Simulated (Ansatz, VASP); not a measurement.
# Cross-check of Pt (Pt(100)) between VASP and Ansatz, part 2 of 2

One calculation is typed for both programs; each brings its own data sets. How far apart do they land? Of the first pair: The cell is taken from a series of runs on this material, whose earlier steps may have relaxed, scaled, displaced or heated it; both programs get it as it stands.

VASP 6.6.1 and Ansatz 0.2.0.

So far. Step 4 (Comparison): The forces differ by 4.6 meV/Å r.m.s., which is 4.5 % of the r.m.s. force of 0.104 eV/Å (both taken over all components). With vacuum in the cell, a pressure given here is an average over mostly empty space and none of the material.

## (5) Ansatz: relaxation, PBE

Level of this step: Ansatz beside VASP: Kohn-Sham DFT, plane waves, PBE (Ansatz).

The two programs are compared at the cell with which this relaxation starts, whose forces are those of its first step.

The structure compared here is the start of the Ansatz relaxation; VASP solves that cell, so the two are compared at the walk's first step.

Contents of input.yaml:

```yaml
crystal:
  lattice:
    - [2.7718585823, 0.0, 0.0]
    - [0.0, 2.7718585823, 0.0]
    - [0.0, 0.0, 29.68]
  atoms:
    - { symbol: Pt, position: [0.0, 0.0, 0.2358490566] }
    - { symbol: Pt, position: [0.5, 0.5, 0.3018867925] }
    - { symbol: Pt, position: [0.0, 0.0, 0.3679245283] }
    - { symbol: Pt, position: [0.5, 0.5, 0.4339622642] }
    - { symbol: Pt, position: [0.0, 0.0, 0.5] }
    - { symbol: Pt, position: [0.5, 0.5, 0.5660377358] }
    - { symbol: Pt, position: [0.0, 0.0, 0.6320754717] }
    - { symbol: Pt, position: [0.5, 0.5, 0.6981132075] }
    - { symbol: Pt, position: [0.0, 0.0, 0.7641509434] }
kpoints:
  mp_grid: { grid: [11, 11, 1] }
hamiltonian:
  xc: pbe
scf:
  occupations: { method: fermi_dirac, width: 0.1 }
efield:
  axis: 3
  dipole_correction: true
  ramp_width: 0.05
relax:
  f_tol: 0.02
  max_steps: 60
  constraints: [{ sites: [0, 1, 2, 3] }]
output:
  write_potential: true
  write_density: true
  volumetric_format: npy
```

Run with:

```
$ ansatz run input.yaml --threads 4 --pin off --max-ram 8192MiB --backend cpu --events-out ev --progress --plain --runs-dir out
```

Numbers of over 12 decimals in the logs are rounded to 6 here.

Output:

```text
[...]
Crystal: 9 atoms, lattice volume = 228.037 Å³
Basis set: ecut = 420 eV, 4543 PW (Γ), exchange–correlation on 40×40×400 points (8 copies of the dense FFT grid, shifted against one another)
Bands: 98, of which v1, the nominal top of the filled ones, is band 81 counted from 1 (80 counted from 0)
Symmetry: 8 space group operations
k-points: 21 of 121
[...]
- { symbol: Pt, position: [0.5, 0.5, 0.301887] }
    - { symbol: Pt, position: [0.0, 0.0, 0.3679245283] }
    - { symbol: Pt, position: [0.5, 0.5, 0.4339622642] }
    - { symbol: Pt, position: [0, 0.0, 0.502296] }
    - { symbol: Pt, position: [0.5, 0.5, 0.570509] }
    - { symbol: Pt, position: [0, 0.0, 0.638596] }
    - { symbol: Pt, position: [0.5, 0.5, 0.706390] }
    - { symbol: Pt, position: [0, 0.0, 0.772593] }
[key lines of the parts left out:]
SCF converged after 2 iterations
Free energy (F): -112705.586964 eV
Fermi energy:    11.573962 eV
Dipole field:    D = -0.000355 V/Å  (p = -0.000447 e·Å, saw-weighted, corrected)
Work function:   Φ+ = 5.6913 eV   Φ− = 5.6808 eV
```

## (6) VASP: single point, PBE, start cell, pair 2

The same cell, functional, mesh and smearing now go to VASP, with its own data sets.

Contents of INCAR:

```
SYSTEM = Pt
PREC = Accurate
ENCUT = 400
EDIFF = 1E-06
NELM = 120
ISMEAR = -1
SIGMA = 0.1
LREAL = .FALSE.
ALGO = Normal
GGA = PE
NBANDS = 55
LASPH = .TRUE.
LORBIT = 11
LWAVE = .FALSE.
LCHARG = .FALSE.
ISIF = 2
LDIPOL = .TRUE.
IDIPOL = 3
DIPOL = 0.5 0.5 0.5
LVHAR = .TRUE.
GGA_COMPAT = .FALSE.
NELMDL = -8
KPAR = 2
```

Contents of POSCAR:

```
Pt
1.0
    2.7718585823      0.0000000000      0.0000000000
    0.0000000000      2.7718585823      0.0000000000
    0.0000000000      0.0000000000     29.6800000000
Pt
9
Direct
    0.0000000000      0.0000000000      0.2358490566
    0.5000000000      0.5000000000      0.3018867925
    0.0000000000      0.0000000000      0.3679245283
    0.5000000000      0.5000000000      0.4339622642
    0.0000000000      0.0000000000      0.5000000000
    0.5000000000      0.5000000000      0.5660377358
    0.0000000000      0.0000000000      0.6320754717
    0.5000000000      0.5000000000      0.6981132075
    0.0000000000      0.0000000000      0.7641509434
```

Contents of KPOINTS:

```
Automatic mesh
0
Gamma
11 11 1
0 0 0
```

The projector-augmented-wave data sets are Pt (PBE family, release 64).

Run with:

```
$ mpirun -np 2 vasp_std
```

Output:

```text
[... set-up lines as in an earlier step ...]
 entering main loop
       N       E                     dE             d eps       ncg     rms          rms(c)
DAV:   1     0.531892616752E+03    0.53189E+03   -0.38504E+04  2326   0.122E+03
DAV:   2    -0.301310361433E+02   -0.56202E+03   -0.53025E+03  2671   0.286E+02
DAV:   3    -0.559862637241E+02   -0.25855E+02   -0.23798E+02  2811   0.553E+01
DAV:   4    -0.567854636491E+02   -0.79920E+00   -0.78598E+00  2856   0.987E+00
[...]
DAV:  28    -0.533024932733E+02   -0.39001E-05   -0.24109E-06  1496   0.775E-03    0.343E-03
DAV:  29    -0.533024969841E+02   -0.37108E-05   -0.10366E-06  1457   0.486E-03    0.967E-03
DAV:  30    -0.533024975582E+02   -0.57417E-06   -0.14581E-06  1429   0.636E-03
   1 F= -.53302498E+02 E0= -.53039440E+02  d E =-.526115E+00
```

From OUTCAR (step 6):

```text
  Total        3.7673616      3.7673616      5.5841659      0.0000000      0.0000000     -0.0000000
  in kB       26.4692636     26.4692636     39.2340248      0.0000000      0.0000000     -0.0000000
  external PRESSURE =      30.7241840 kB  Pullay stress =       0.0000000 kB

 POSITION                                       TOTAL-FORCE (eV/Angst)
 -----------------------------------------------------------------------------------
      0.00000      0.00000      7.00000        -0.000000      0.000000     -0.073552
      1.38593      1.38593      8.96000         0.000000     -0.000000     -0.313340
      0.00000      0.00000     10.92000        -0.000000     -0.000000     -0.091901
      1.38593      1.38593     12.88000         0.000000     -0.000000     -0.036885
      0.00000      0.00000     14.84000        -0.000000     -0.000000      0.000000
      1.38593      1.38593     16.80000        -0.000000     -0.000000      0.036885
      0.00000      0.00000     18.76000        -0.000000     -0.000000      0.091901
      1.38593      1.38593     20.72000        -0.000000     -0.000000      0.313340
      0.00000      0.00000     22.68000        -0.000000      0.000000      0.073552
 -----------------------------------------------------------------------------------
    total drift:                                0.000000      0.000000     -0.000000

  FREE ENERGIE OF THE ION-ELECTRON SYSTEM (eV)
  ---------------------------------------------------
  free  energy   TOTEN  =       -53.3024975582 eV

  energy  without entropy=      -52.7763822081  energy(sigma->0) =      -53.03943988

[... 2 parts as in an earlier step ...]

[... 1 further part left out ...]
[key lines of the parts left out:]
E-fermi :   4.3659
```

## (7) Differences

What differs besides the data sets and the points named for the pairs above, as far as they apply: the data sets hold 162 valence electrons in Ansatz (on its default PAW (the set named soft_2) files) and 90 in VASP. Total energies have different zeros and are not compared.

Forces (eV/Å; atoms numbered as in POSCAR):

```csv
atom,"Ansatz x, y, z","VASP x, y, z"
Pt1,"0.000, 0.000, -0.090","0.000, 0.000, -0.074"
Pt2,"0.000, 0.000, -0.318","0.000, 0.000, -0.313"
Pt3,"0.000, 0.000, -0.091","0.000, 0.000, -0.092"
Pt4,"0.000, 0.000, -0.037","0.000, 0.000, -0.037"
Pt5,"0.000, 0.000, 0.000","0.000, 0.000, 0.000"
Pt6,"0.000, 0.000, 0.037","0.000, 0.000, 0.037"
Pt7,"0.000, 0.000, 0.091","0.000, 0.000, 0.092"
Pt8,"0.000, 0.000, 0.318","0.000, 0.000, 0.313"
Pt9,"0.000, 0.000, 0.090","0.000, 0.000, 0.074"
```

The forces differ by 4.7 meV/Å r.m.s., which is 5.1 % of the r.m.s. force of 0.092 eV/Å (both taken over all components). With vacuum in the cell, a pressure given here is an average over mostly empty space and none of the material.

## (8) Ansatz: relaxation, PBE

This run makes the geometry at which the two programs are then compared.

The structure compared here is the end of the Ansatz relaxation.

input.yaml is that of step 5.

Run with:

```
$ ansatz run input.yaml --threads 4 --pin off --max-ram 8192MiB --backend cpu --events-out ev --progress --plain --runs-dir out
```

Output:

```text
[...]
Crystal: 9 atoms, lattice volume = 228.037 Å³
Basis set: ecut = 420 eV, 4543 PW (Γ), exchange–correlation on 40×40×400 points (8 copies of the dense FFT grid, shifted against one another)
Bands: 98, of which v1, the nominal top of the filled ones, is band 81 counted from 1 (80 counted from 0)
Symmetry: 8 space group operations
k-points: 21 of 121
[...]
- { symbol: Pt, position: [0.5, 0.5, 0.301887] }
    - { symbol: Pt, position: [0.0, 0.0, 0.3679245283] }
    - { symbol: Pt, position: [0.5, 0.5, 0.4339622642] }
    - { symbol: Pt, position: [0, 0.0, 0.502296] }
    - { symbol: Pt, position: [0.5, 0.5, 0.570509] }
    - { symbol: Pt, position: [0, 0.0, 0.638596] }
    - { symbol: Pt, position: [0.5, 0.5, 0.706390] }
    - { symbol: Pt, position: [0, 0.0, 0.772593] }
[key lines of the parts left out:]
SCF converged after 2 iterations
Free energy (F): -112705.586964 eV
Fermi energy:    11.573962 eV
Dipole field:    D = -0.000355 V/Å  (p = -0.000447 e·Å, saw-weighted, corrected)
Work function:   Φ+ = 5.6913 eV   Φ− = 5.6808 eV
```

## (9) VASP: single point, PBE, relaxed cell, pair 3

The same cell, functional, mesh and smearing now go to VASP, with its own data sets.

INCAR: that of step 6 with these lines changed.

```diff
@@ -18,3 +18,3 @@
 IDIPOL = 3
-DIPOL = 0.5 0.5 0.5
+DIPOL = 0.5 0.5 0.503
 LVHAR = .TRUE.
```

Contents of POSCAR:

```
Pt
1.0
    2.7718585823      0.0000000000      0.0000000000
    0.0000000000      2.7718585823      0.0000000000
    0.0000000000      0.0000000000     29.6800000000
Pt
9
Direct
    0.0000000000      0.0000000000      0.2358490566
    0.5000000000      0.5000000000      0.3018867925
    0.0000000000      0.0000000000      0.3679245283
    0.5000000000      0.5000000000      0.4339622642
    0.0000000000      0.0000000000      0.5022960056
    0.5000000000      0.5000000000      0.5705087280
    0.0000000000      0.0000000000      0.6385959416
    0.5000000000      0.5000000000      0.7063899607
    0.0000000000      0.0000000000      0.7725927552
```

KPOINTS is that of step 6.

Run with:

```
$ mpirun -np 2 vasp_std
```

Output:

```text
[... set-up lines as in an earlier step ...]
 entering main loop
       N       E                     dE             d eps       ncg     rms          rms(c)
[... 55 cycles as in an earlier step ...]
   1 F= -.53357824E+02 E0= -.53089916E+02  d E =-.535817E+00
```

OUTCAR, selected parts (step 9):

```text
[... 6 parts as in an earlier step ...]

[... 1 further part left out ...]
[key lines of the parts left out:]
E-fermi :   4.3429
```

## (10) Side by side

What differs besides the data sets and the points named for the pairs above, as far as they apply: the data sets hold 162 valence electrons in Ansatz (on its default PAW (the set named soft_2) files) and 90 in VASP. Total energies have different zeros and are not compared.

Both answers:

```csv
quantity,Ansatz,VASP,difference
"work function, lower of the two faces (eV)",5.68,5.68,0.00
"work function, higher of the two faces (eV)",5.69,5.69,0.00
```

Forces (eV/Å; atoms numbered as in POSCAR):

```csv
atom,"Ansatz x, y, z","VASP x, y, z"
Pt1,"0.000, 0.000, -0.089","0.000, 0.000, -0.072"
Pt2,"0.000, 0.000, -0.306","0.000, 0.000, -0.301"
Pt3,"0.000, 0.000, -0.056","0.000, 0.000, -0.057"
Pt4,"0.000, 0.000, 0.442","0.000, 0.000, 0.439"
Pt5,"0.000, 0.000, 0.005","0.000, 0.000, 0.006"
Pt6,"0.000, 0.000, 0.000","0.000, 0.000, 0.001"
Pt7,"0.000, 0.000, 0.003","0.000, 0.000, 0.004"
Pt8,"0.000, 0.000, -0.019","0.000, 0.000, -0.020"
Pt9,"0.000, 0.000, 0.018","0.000, 0.000, 0.002"
```

The forces differ by 4.7 meV/Å r.m.s., which is 4.5 % of the r.m.s. force of 0.104 eV/Å (both taken over all components). With vacuum in the cell, a pressure given here is an average over mostly empty space and none of the material.

## (11) Summary of results

```
r.m.s. force difference (single point, PBE, pair 1)               : 4.6 meV/Å
r.m.s. force difference (single point, PBE, start cell, pair 2)   : 4.7 meV/Å
r.m.s. force difference (single point, PBE, relaxed cell, pair 3) : 4.7 meV/Å
```

In words: The r.m.s. force difference is 4.7 meV/Å (single point, PBE, start cell, pair 2), within the 12 meV/Å picked in this series as the mark of a large difference. The data sets hold unlike numbers of valence electrons (162 in Ansatz and 90 in VASP), so part of the differences comes from the potentials. Such differences can come from data sets, numerical settings and the points named under the comparisons, not from the functional's error against experiment.

[Lines on the potential files, build, host, timing and source positions are cut from VASP's logs without a mark.]

[Logs are printed without paths, hosts, clocks, repeated set-up lines and the standing remarks that a program may print on its own settings, such as how far it seeks lower states.]

[Hosts, paths, dates, database ids (printed as entryN), source tags and the programs' standing remarks are cut or masked in the printed files.]
